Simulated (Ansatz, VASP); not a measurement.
TiPd in VASP and in Ansatz

INCAR

```
SYSTEM = TiPd
  PREC = Accurate
  ENCUT = 520
  EDIFF = 1E-6
  ISMEAR = 0
  SIGMA = 0.15
  LREAL = .FALSE.
  LASPH = .TRUE.
  NELM = 100
  ALGO = Fast
  ISIF = 2
  LWAVE = .FALSE.
  LCHARG = .FALSE.
  GGA = CA
  NBANDS = 18
```

Contents of KPOINTS:

```
regular mesh
0
G
  16 16 12
  0 0 0
```

POSCAR

```
TiPd
1.0
    2.6458264976      0.0000000000      0.0000000000
    0.0000000000      2.6458264976      0.0000000000
    0.0000000000      0.0000000000      3.8657642400
Ti Pd
1 1
Direct
    0.0000000000      0.0000000000      0.0000000000
    0.5000000000      0.5000000000      0.5000000000
```

Input for Ansatz:

```yaml
crystal:
  lattice:
    - [2.6458264976, 0.0, 0.0]
    - [0.0, 2.6458264976, 0.0]
    - [0.0, 0.0, 3.86576424]
  atoms:
    - { symbol: Ti, position: [0.0, 0.0, 0.0] }
    - { symbol: Pd, position: [0.5, 0.5, 0.5] }
basis:
  ecutwfc: 420
kpoints:
  mp_grid: { grid: [16, 16, 12] }
hamiltonian:
  xc: lda
scf:
  occupations: { method: gaussian, width: 0.15 }
output:
  forces: true
  stress: true
  eigenvalues: true
```

Change from the starting cell: strain -0.0600 x Voigt [1, 1, 0, 0, 0, 0], atoms carried along.

Alike in both runs: task single point; functional LDA; k mesh 16 × 16 × 12; occupations gaussian, width 0.15 eV; no spin polarisation.

|  | VASP | Ansatz |
| --- | --- | --- |
| version | VASP 6.6.1 | Ansatz 0.2.0 |
| potentials or method | VASP PAW LDA potentials, release 64 (Ti_sv, Pd) | scalar-relativistic, plane waves, PAW |
| plane-wave cutoff (eV) | 520 | 420 |
| valence electrons in the cell | 22 | 30 |

```csv
,VASP,Ansatz,Ansatz less VASP
gap on the k mesh at the Fermi level (eV),none,none,-
pressure (GPa),15.5,15.2,-0.27
largest component of the traceless stress (GPa),5.58,5.72,+0.141
```

A gap of «none» marks a metal or a gap that the smearing closes. The two sets of potentials don't hold the same shells in valence.

Caveats: so large a pressure means that the cell lies far from this level's equilibrium, or that cutoff or potentials fall short (VASP).
